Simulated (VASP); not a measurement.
InP (zinc blende), at 0.96 of the tabulated volume:

```yaml
crystal:
  lattice:
    - [0.00000, 2.89533, 2.89533]
    - [2.89533, 0.00000, 2.89533]
    - [2.89533, 2.89533, 0.00000]
  atoms:
    - { symbol: In, position: [0.00000, 0.00000, 0.00000] }
    - { symbol: P, position: [0.25000, 0.25000, 0.25000] }
```

The lowest empty band near Γ, direction [111], from mBJ (TB09) with spin-orbit coupling in VASP (PAW); its two spin partners are averaged. The gap over the points computed is 1.84 eV, and the next band on that side lies 2.59 eV away at the edge.

Numerical set-up: 400 eV cut-off, 9×9×9 Γ-centred mesh, Gaussian smearing of 0.050 eV, potentials In_d P.

```
distance from the edge in k (1/Å)  distance in energy (meV)
---------------------------------  ------------------------
0.012                                                   4.1
0.018                                                   9.2
0.025                                                  17.6
0.035                                                  33.9
0.050                                                  67.3
0.070                                                 125.6
```

Q: Fit E(1 + αE) = ħ²k²/2m* (ħ²/2m0 = 3.810 eV Å²) and predict the row at 0.095 1/Å.

A: Least squares on the energies gives the electron mass m* = 0.133 m0 and α = 0.91 per eV, and so 215.5 meV. The run gave 214.2 meV, -1.3 meV from the fit.

Left out are points under 3 meV from the edge, since the levels carry 0.1 meV, and points farther than half the way to the next band.

The compound is InP in the zinc blende structure. The cell was not relaxed at this level.
